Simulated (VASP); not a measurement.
These are PBEsol GGA, VASP's PBE PAW potentials (set 64) (plane waves; VASP 6.6.1) values and carry that method's errors.

The input files of a VASP run:

### INCAR
```
! general
SYSTEM   =  SnTe
PREC     =  Accurate
ENCUT    =  480
LREAL    =  F
LASPH    =  T

! electronic loop
EDIFF    =  1E-6
NELM     =  100
ALGO     =  Normal
LMAXMIX  =  4

! smearing
ISMEAR   =  0
SIGMA    =  0.05

! functional
GGA      =  PS

! ions
IBRION   =  2
NSW      =  60
ISIF     =  3
EDIFFG   =  -0.01

! output
LWAVE    =  F
LCHARG   =  F
```

**POSCAR**
```
SnTe
1
    0.0000000000     3.1600000000     3.1600000000
    3.1600000000     0.0000000000     3.1600000000
    3.1600000000     3.1600000000     0.0000000000
Sn Te
1 1
Direct
  0.0000000000   0.0000000000   0.0000000000
  0.5000000000   0.5000000000   0.5000000000
```

**KPOINTS**
```
Automatic mesh
0
Gamma
7 7 7
0 0 0
```

POTCAR, in this order: Sn_d Te (PBE.64 set). Program: vasp_std.

What VASP printed:

### OUTCAR
```
 ion  position               nearest neighbor table
   1  0.000  0.000  0.000-   2 3.16   2 3.16   2 3.16   2 3.16   2 3.16   2 3.16
   2  0.500  0.500  0.500-   1 3.16   1 3.16   1 3.16   1 3.16   1 3.16   1 3.16
  LATTYP: Found a face centered cubic cell.
 ALAT       =     6.3200000000
 Subroutine PRICEL returns:
 Original cell was already a primitive cell.
 Subroutine GETGRP returns: Found 48 space group operations
The static configuration has the point symmetry O_h .
The dynamic configuration has the point symmetry O_h .
 Subroutine INISYM returns: Found 48 space group operations
 Subroutine IBZKPT returns following result:
 Found     20 irreducible k-points:

 Following reciprocal coordinates:
            Coordinates               Weight
  0.000000  0.000000  0.000000      1.000000
  0.142857  0.000000  0.000000      8.000000
  0.285714  0.000000  0.000000      8.000000
  0.428571  0.000000  0.000000      8.000000
  0.142857  0.142857  0.000000      6.000000
  0.285714  0.142857  0.000000     24.000000
  0.428571  0.142857  0.000000     24.000000
 -0.428571  0.142857  0.000000     24.000000
 -0.285714  0.142857  0.000000     24.000000
 -0.142857  0.142857  0.000000     12.000000
  0.285714  0.285714  0.000000      6.000000
  0.428571  0.285714  0.000000     24.000000
 -0.428571  0.285714  0.000000     24.000000
 -0.285714  0.285714  0.000000     12.000000
  0.428571  0.428571  0.000000      6.000000
 -0.428571  0.428571  0.000000     12.000000
  0.428571  0.285714  0.142857     24.000000
 -0.428571  0.285714  0.142857     48.000000
 -0.428571  0.428571  0.142857     24.000000
 -0.285714  0.428571  0.142857     24.000000
   k-points           NKPTS =     20   k-points in BZ     NKDIM =     20   number of bands    NBANDS=     14
   number of dos      NEDOS =    301   number of ions     NIONS =      2
   total plane-waves  NPLWV =  32768
   dimension x,y,z NGX =    32 NGY =   32 NGZ =   32
...
```

**OSZICAR**
```
       N       E                     dE             d eps       ncg     rms          rms(c)
DAV:   1     0.118851056357E+03    0.11885E+03   -0.94450E+03   560   0.157E+03
DAV:   2     0.153033520656E+01   -0.11732E+03   -0.11548E+03   566   0.341E+02
DAV:   3    -0.815028068541E+01   -0.96806E+01   -0.96484E+01   752   0.947E+01
DAV:   4    -0.838951486617E+01   -0.23923E+00   -0.23912E+00   630   0.164E+01
DAV:   5    -0.840024469483E+01   -0.10730E-01   -0.10730E-01   822   0.328E+00    0.474E+00
DAV:   6    -0.834512071263E+01    0.55124E-01   -0.13225E-01   754   0.326E+00    0.299E+00
DAV:   7    -0.834307650029E+01    0.20442E-02   -0.45651E-02   700   0.152E+00    0.748E-01
DAV:   8    -0.834252504214E+01    0.55146E-03   -0.67591E-03   680   0.809E-01    0.147E-01
DAV:   9    -0.834257802491E+01   -0.52983E-04   -0.50168E-04   678   0.228E-01    0.316E-02
DAV:  10    -0.834256849008E+01    0.95348E-05   -0.50591E-05   718   0.727E-02    0.198E-02
DAV:  11    -0.834256834081E+01    0.14927E-06   -0.27279E-05   702   0.489E-02    0.229E-02
DAV:  12    -0.834256794120E+01    0.39961E-06   -0.27866E-06   536   0.151E-02
   1 F= -.83425679E+01 E0= -.83425679E+01  d E =-.834257E+01
       N       E                     dE             d eps       ncg     rms          rms(c)
DAV:   1    -0.842571960134E+01   -0.83151E-01   -0.17868E+00   680   0.214E+01    0.166E+00
DAV:   2    -0.836073995860E+01    0.64980E-01   -0.11423E-01   680   0.585E+00    0.689E-01
DAV:   3    -0.834540894968E+01    0.15331E-01   -0.45493E-02   686   0.334E+00    0.140E-01
DAV:   4    -0.834497462472E+01    0.43432E-03   -0.12701E-03   614   0.358E-01    0.140E-01
DAV:   5    -0.834475907823E+01    0.21555E-03   -0.18239E-04   796   0.106E-01    0.335E-02
DAV:   6    -0.834475370888E+01    0.53694E-05   -0.24889E-05   704   0.873E-02    0.587E-03
DAV:   7    -0.834475338079E+01    0.32809E-06   -0.79869E-07   286   0.960E-03
   2 F= -.83447534E+01 E0= -.83447534E+01  d E =-.218544E-02
       N       E                     dE             d eps       ncg     rms          rms(c)
DAV:   1    -0.835010713593E+01   -0.53534E-02   -0.11571E-01   680   0.564E+00    0.415E-01
DAV:   2    -0.834605606658E+01    0.40511E-02   -0.69647E-03   680   0.144E+00    0.174E-01
DAV:   3    -0.834506803768E+01    0.98803E-03   -0.29493E-03   686   0.849E-01    0.345E-02
DAV:   4    -0.834503681586E+01    0.31222E-04   -0.80495E-05   606   0.908E-02    0.358E-02
DAV:   5    -0.834501866031E+01    0.18156E-04   -0.12458E-05   804   0.278E-02    0.790E-03
DAV:   6    -0.834501816215E+01    0.49816E-06   -0.15766E-06   280   0.229E-02
   3 F= -.83450182E+01 E0= -.83450182E+01  d E =-.245022E-02
```

File OUTCAR:
```
------------------------ aborting loop because EDIFF is reached ----------------------------------------
  FORCE on cell =-STRESS in cart. coord.  units (eV):
  Direction    XX          YY          ZZ          XY          YZ          ZX
  --------------------------------------------------------------------------------------
  Total       -0.0030084     -0.0030084     -0.0030084      0.0000000      0.0000000      0.0000000
  in kB       -0.0776397     -0.0776397     -0.0776397      0.0000000      0.0000000      0.0000000
  external PRESSURE =      -0.0776397 kB  Pullay stress =       0.0000000 kB
  volume of cell :       62.08
      direct lattice vectors                 reciprocal lattice vectors
     0.000000000  3.142742759  3.142742759    -0.159096699  0.159096699  0.159096699
     3.142742759  0.000000000  3.142742759     0.159096699 -0.159096699  0.159096699
     3.142742759  3.142742759  0.000000000     0.159096699  0.159096699 -0.159096699
 POSITION                                       TOTAL-FORCE (eV/Angst)
 -----------------------------------------------------------------------------------
      0.00000      0.00000      0.00000         0.000000      0.000000      0.000000
      3.14274      3.14274      3.14274        -0.000000     -0.000000     -0.000000
 -----------------------------------------------------------------------------------
    total drift:                                0.000000     -0.000000     -0.000000
  FREE ENERGIE OF THE ION-ELECTRON SYSTEM (eV)
  ---------------------------------------------------
  free  energy   TOTEN  =        -8.3450181622 eV

  energy  without entropy=       -8.3450181622  energy(sigma->0) =       -8.34501816

 reached required accuracy - stopping structural energy minimisation
```
(Selected blocks of OUTCAR.)

CONTCAR:
```
SnTe
   1.00000000000000
     0.0000000000000000    3.1427427588420143    3.1427427588420143
     3.1427427588420143    0.0000000000000000    3.1427427588420143
     3.1427427588420143    3.1427427588420143    0.0000000000000000
  Sn              Te
     1     1
Direct
     0.0000000000000000    0.0000000000000000    0.0000000000000000
     0.5000000000000000    0.5000000000000000    0.5000000000000000
```

The compound is SnTe in the rock salt structure, which distorts at low temperature. This run relaxes it. Symmetry was kept, so distortions that lower it aren't found.
